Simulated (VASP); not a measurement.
SnO$_{2}$ (space group P4_2/mnm): the measured cell of entry 1000062 of the Crystallography Open Database is

```cif
data_O4Sn2
_chemical_formula_sum 'Sn2 O4'
_space_group_name_H-M_alt 'P 1'
_space_group_IT_number 1
_cell_length_a 4.73800
_cell_length_b 4.73800
_cell_length_c 3.18650
_cell_angle_alpha 90.000
_cell_angle_beta 90.000
_cell_angle_gamma 90.000
loop_
_space_group_symop_operation_xyz
  'x, y, z'
loop_
_atom_site_label
_atom_site_type_symbol
_atom_site_fract_x
_atom_site_fract_y
_atom_site_fract_z
_atom_site_occupancy
Sn1 Sn 0.00000 0.00000 0.00000 1
Sn2 Sn 0.50000 0.50000 0.50000 1
O1 O 0.30710 0.30710 0.00000 1
O2 O 0.19290 0.80710 0.50000 1
O3 O 0.69290 0.69290 0.00000 1
O4 O 0.80710 0.19290 0.50000 1
```

Level of theory: PBEsol GGA, VASP's PBE PAW potentials (set 64) (plane waves; VASP 6.6.1). Numerical set-up: 520 eV cut-off, 5×5×8 Γ-centred mesh, tetrahedra with Blöchl corrections, potentials Sn_d O.

The calculation is for a static lattice at zero pressure; the measurement, whose temperature isn't given here, holds thermal and zero-point expansion. The entry's conditions were not checked, so it may have been measured under pressure.

How far does the relaxed conventional cell lie from the measured one?

|  | measured | computed | difference |
|---|---|---|---|
| a (Å) | 4.738 | 4.771 | +0.7 % |
| c (Å) | 3.187 | 3.220 | +1.0 % |
| V (Å³/atom) | 11.92 | 12.21 | +2.4 % |

The structure comes from a measured SnO2 entry (P4_2/mnm) of the Crystallography Open Database, whose conditions weren't checked. It was relaxed first. Symmetry was kept, so distortions that lower it aren't found.
